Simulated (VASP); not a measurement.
A cell of Si (diamond) near equilibrium:

```yaml
crystal:
  lattice:
    - [0.00000, 2.73421, 2.73421]
    - [2.73421, 0.00000, 2.73421]
    - [2.73421, 2.73421, 0.00000]
  atoms:
    - { symbol: Si, position: [0.00000, 0.00000, 0.00000] }
    - { symbol: Si, position: [0.25000, 0.25000, 0.25000] }
```

Calculation: PBE GGA, VASP's PBE PAW potentials (set 64) (plane waves; VASP 6.6.1).

```json
[
 {"run": "as it is", "ΔE (meV/atom)": "0.0", "σxx": "0.01", "σyy": "0.01", "σzz": "0.01", "largest shear component, with its sign (GPa)": "0.00", "largest force (eV/Å)": "0.000", "gap (eV)": "0.65"},
 {"run": "after one change", "ΔE (meV/atom)": "10.8", "σxx": "-3.59", "σyy": "-3.59", "σzz": "-3.59", "largest shear component, with its sign (GPa)": "0.00", "largest force (eV/Å)": "0.000", "gap (eV)": "0.72"}
]
```
Stress is in GPa, positive when the cell is compressed; gaps are those on the k-mesh, and 0.00 means metallic.

Question: Which change was made?
(A) biaxial strain of +4.0 % in the xy plane
(B) isotropic strain of +1.5 %
(C) isotropic strain of +1.0 %
(D) uniaxial strain of +0.5 % along y

Answer: B, isotropic strain of +1.5 %

The compound is Si in the diamond structure.
